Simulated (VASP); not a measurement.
A convergence study with VASP on TiO2 (rutile): one setting is varied, all else stays as given below, so the limit is that of these other settings. The cell's lengths are 1 % over those of the tabulated start and one atom is moved, so it is off equilibrium.

```
TiO2
1.0
    4.63590     0.00000     0.00000
    0.00000     4.63590     0.00000
    0.00000     0.00000     2.98960
Ti O
2 4
Cartesian
  0.00000   0.00000   0.00000
  2.31795   2.31795   1.49480
  1.41395   1.41395   0.00000
  3.73190   0.90400   1.49480
  0.90400   3.73190   1.49480
  3.28255   3.22195   0.00000
```

These are LDA (Ceperley-Alder, Perdew-Zunger), VASP's LDA PAW potentials (set 64) (plane waves; VASP 6.6.1) values and carry that method's errors. The tightest run used: 1000 eV cut-off, 6×6×8 Γ-centred mesh, Gaussian smearing of 0.050 eV, potentials Ti_sv O.

Gaps are read on the run's mesh, which can miss a band edge.

The settings run are ENCUT = 250; ENCUT = 350; ENCUT = 450; ENCUT = 550; ENCUT = 650; ENCUT = 700; ENCUT = 750; ENCUT = 800; ENCUT = 850; ENCUT = 1000. From which on does the energy per atom stay within 0.01 eV/atom of the tightest run?

From ENCUT = 450 on: it is off by 0.0025 there and by no more than 0.01 in any finer run, while ENCUT = 350 is off by 0.0251.
```tsv
setting	E (eV/atom)	pressure (GPa)	largest force (eV/Å)	gap on the mesh (eV)	plane waves	difference judged (eV/atom)
ENCUT = 250	-10.0080	-115.04	0.840	1.643	592	0.2364
ENCUT = 350	-9.7967	-32.46	0.830	1.631	976	0.0251
ENCUT = 450	-9.7691	-15.16	0.802	1.625	1432	0.0025
ENCUT = 550	-9.7671	-13.71	0.803	1.624	1900	0.0045
ENCUT = 650	-9.7693	-14.00	0.803	1.625	2441	0.0022
ENCUT = 700	-9.7704	-13.95	0.803	1.625	2736	0.0011
ENCUT = 750	-9.7710	-13.81	0.804	1.625	3033	0.0005
ENCUT = 800	-9.7714	-13.67	0.803	1.625	3321	0.0001
ENCUT = 850	-9.7715	-13.57	0.803	1.625	3648	0.0000
ENCUT = 1000	-9.7715	-13.53	0.804	1.625	4644	0.0000
```

Left out are rungs that failed or repeat a setting and relaxations that didn't move; long series are thinned to 24 rows.

The compound is TiO2 in the rutile structure. The cell was not relaxed at this level, it is distorted from the ideal structure.
